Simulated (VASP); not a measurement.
Consider the following.

```
Ni3Si
1.0
    3.51807     0.00000     0.00000
    0.00000     3.51807     0.00000
    0.00000     0.00000     3.51807
Si Ni
1 3
Cartesian
  0.00000   0.00000   0.00000
  0.00000   1.75904   1.75904
  1.75904   0.00000   1.75904
  1.75904   1.75904   0.00000
```

Method: PBE GGA, VASP's PBE PAW potentials (set 64) (plane waves; VASP 6.6.1). Run with 300 eV cut-off, 9×9×9 Γ-centred mesh, Fermi-Dirac smearing of 0.050 eV, potentials Si Ni.

At this cut-off the stress carries a Pulay error, which pulls relaxed volumes low.

Q: Give the stress tensor in GPa (positive for a compressed cell).

A: 
```
-2.28   0.00   0.00
 0.00  -2.28   0.00
 0.00   0.00  -2.28
```
The pressure is its mean diagonal, -2.28 GPa.

The structure is a typed Ni3Si crystal. The cell was not relaxed at this level. The run is not spin-polarised, so no magnetic state was tried.
